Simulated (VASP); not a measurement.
Input:

```
Bi
1.0
    4.32751    -2.33716     0.01590
    4.32751     2.33716     0.01590
    3.05116     0.00000     3.85751
Bi
2
Cartesian
  2.74004   0.00000   0.91036
  8.96613   0.00000   2.97895
```

Level of theory: PBE GGA, VASP's PBE PAW potentials (set 64) (plane waves; VASP). Numerical set-up: 520 eV cut-off, 10×10×10 Γ-centred mesh, first-order Methfessel-Paxton smearing of 0.10 eV, potentials Bi_d.

Q: The ions and cell shape at fixed volume are relaxed. Give the cell that the relaxation ends in.

A: 
```
Bi
1.0
    4.43319    -2.30443     0.07093
    4.43319     2.30443     0.07093
    3.17472     0.00000     3.85873
Bi
2
Cartesian
  2.77550   0.00000   0.92214
  9.26560   0.00000   3.07844
```
Space group R-3m (166), at a tolerance of 0.03 Å.

Q: How much energy does the relaxation gain?

A: The energy (σ→0) changes by -6.9 meV/atom, in 6 ionic steps.

```json
[
 {"step": "1", "E(σ→0) (eV)": "-7.7470", "max force (eV/Å)": "0.246", "pressure (GPa)": "-2.19", "volume (Å³)": "77.80"},
 {"step": "2", "E(σ→0) (eV)": "-7.7525", "max force (eV/Å)": "0.173", "pressure (GPa)": "-1.99", "volume (Å³)": "77.80"},
 {"step": "3", "E(σ→0) (eV)": "-7.7584", "max force (eV/Å)": "0.009", "pressure (GPa)": "-1.47", "volume (Å³)": "77.80"},
 {"step": "4", "E(σ→0) (eV)": "-7.7585", "max force (eV/Å)": "0.034", "pressure (GPa)": "-1.40", "volume (Å³)": "77.80"},
 {"step": "5", "E(σ→0) (eV)": "-7.7599", "max force (eV/Å)": "0.024", "pressure (GPa)": "-1.31", "volume (Å³)": "77.80"},
 {"step": "6", "E(σ→0) (eV)": "-7.7607", "max force (eV/Å)": "0.009", "pressure (GPa)": "-1.18", "volume (Å³)": "77.80"}
]
```

The compound is Bi in the a7 structure. This cell is one point of a volume scan, at 1.06 of the reference volume. Symmetry was kept, so distortions that lower it aren't found.
